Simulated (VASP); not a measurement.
A convergence study with VASP on CuCl (zinc blende): a few settings are varied, all else stays as given below, so the limit is that of these other settings.

```yaml
crystal:
  lattice:
    - [0.00000, 2.70500, 2.70500]
    - [2.70500, 0.00000, 2.70500]
    - [2.70500, 2.70500, 0.00000]
  atoms:
    - { symbol: Cu, position: [0.00000, 0.00000, 0.00000] }
    - { symbol: Cl, position: [0.25000, 0.25000, 0.25000] }
```

Level of theory: PBE GGA, VASP's PBE PAW potentials (set 64) (plane waves; VASP). The last row used: 550 eV cut-off, 15×15×15 Γ-centred mesh, second-order Methfessel-Paxton smearing of 0.40 eV, potentials Cu Cl.

```json
[
 {"setting": "ISMEAR = -1, SIGMA = 0.01, 4×4×4 mesh", "E (eV/atom)": "-3.1643", "pressure (GPa)": "0.64", "irreducible k-points": "8"},
 {"setting": "ISMEAR = -1, SIGMA = 0.2, 4×4×4 mesh", "E (eV/atom)": "-3.1627", "pressure (GPa)": "0.82", "irreducible k-points": "8"},
 {"setting": "ISMEAR = 0, SIGMA = 0.01, 4×4×4 mesh", "E (eV/atom)": "-3.1643", "pressure (GPa)": "0.64", "irreducible k-points": "8"},
 {"setting": "ISMEAR = 0, SIGMA = 0.2, 4×4×4 mesh", "E (eV/atom)": "-3.1642", "pressure (GPa)": "0.66", "irreducible k-points": "8"},
 {"setting": "ISMEAR = 1, SIGMA = 0.01, 4×4×4 mesh", "E (eV/atom)": "-3.1643", "pressure (GPa)": "0.64", "irreducible k-points": "8"},
 {"setting": "ISMEAR = 1, SIGMA = 0.2, 4×4×4 mesh", "E (eV/atom)": "-3.1643", "pressure (GPa)": "0.64", "irreducible k-points": "8"},
 {"setting": "ISMEAR = 2, SIGMA = 0.01, 4×4×4 mesh", "E (eV/atom)": "-3.1643", "pressure (GPa)": "0.64", "irreducible k-points": "8"},
 {"setting": "ISMEAR = 2, SIGMA = 0.2, 4×4×4 mesh", "E (eV/atom)": "-3.1642", "pressure (GPa)": "0.66", "irreducible k-points": "8"},
 {"setting": "ISMEAR = -1, SIGMA = 0.05, 9×9×9 mesh", "E (eV/atom)": "-3.1712", "pressure (GPa)": "0.52", "irreducible k-points": "35"},
 {"setting": "ISMEAR = -1, SIGMA = 0.2, 9×9×9 mesh", "E (eV/atom)": "[?]", "pressure (GPa)": "[?]", "irreducible k-points": "35"},
 {"setting": "ISMEAR = 0, SIGMA = 0.05, 9×9×9 mesh", "E (eV/atom)": "-3.1712", "pressure (GPa)": "0.52", "irreducible k-points": "35"},
 {"setting": "ISMEAR = 0, SIGMA = 0.2, 9×9×9 mesh", "E (eV/atom)": "-3.1711", "pressure (GPa)": "0.53", "irreducible k-points": "35"},
 {"setting": "ISMEAR = 1, SIGMA = 0.05, 9×9×9 mesh", "E (eV/atom)": "-3.1712", "pressure (GPa)": "0.52", "irreducible k-points": "35"},
 {"setting": "ISMEAR = 1, SIGMA = 0.2, 9×9×9 mesh", "E (eV/atom)": "-3.1712", "pressure (GPa)": "0.50", "irreducible k-points": "35"},
 {"setting": "ISMEAR = 2, SIGMA = 0.05, 9×9×9 mesh", "E (eV/atom)": "-3.1712", "pressure (GPa)": "0.52", "irreducible k-points": "35"},
 {"setting": "ISMEAR = 2, SIGMA = 0.2, 9×9×9 mesh", "E (eV/atom)": "-3.1711", "pressure (GPa)": "0.52", "irreducible k-points": "35"},
 {"setting": "ISMEAR = -1, SIGMA = 0.05, 15×15×15 mesh", "E (eV/atom)": "-3.1712", "pressure (GPa)": "0.53", "irreducible k-points": "120"},
 {"setting": "ISMEAR = -1, SIGMA = 0.4, 15×15×15 mesh", "E (eV/atom)": "-3.1545", "pressure (GPa)": "1.26", "irreducible k-points": "120"},
 {"setting": "ISMEAR = 0, SIGMA = 0.05, 15×15×15 mesh", "E (eV/atom)": "-3.1712", "pressure (GPa)": "0.53", "irreducible k-points": "120"},
 {"setting": "ISMEAR = 0, SIGMA = 0.4, 15×15×15 mesh", "E (eV/atom)": "-3.1708", "pressure (GPa)": "0.55", "irreducible k-points": "120"},
 {"setting": "ISMEAR = 1, SIGMA = 0.05, 15×15×15 mesh", "E (eV/atom)": "-3.1712", "pressure (GPa)": "0.53", "irreducible k-points": "120"},
 {"setting": "ISMEAR = 1, SIGMA = 0.4, 15×15×15 mesh", "E (eV/atom)": "-3.1718", "pressure (GPa)": "0.29", "irreducible k-points": "120"},
 {"setting": "ISMEAR = 2, SIGMA = 0.05, 15×15×15 mesh", "E (eV/atom)": "-3.1712", "pressure (GPa)": "0.52", "irreducible k-points": "120"},
 {"setting": "ISMEAR = 2, SIGMA = 0.4, 15×15×15 mesh", "E (eV/atom)": "-3.1712", "pressure (GPa)": "0.48", "irreducible k-points": "120"}
]
```

**Question.** Fill in the missing entries.

**Answer.** 
- ISMEAR = -1, SIGMA = 0.2, 9×9×9 mesh, E (eV/atom): -3.1696
- ISMEAR = -1, SIGMA = 0.2, 9×9×9 mesh, pressure (GPa): 0.60

Left out are rungs that failed or repeat a setting and relaxations that didn't move; long series are thinned to 24 rows.

The compound is CuCl in the zinc blende structure. The cell was not relaxed at this level.
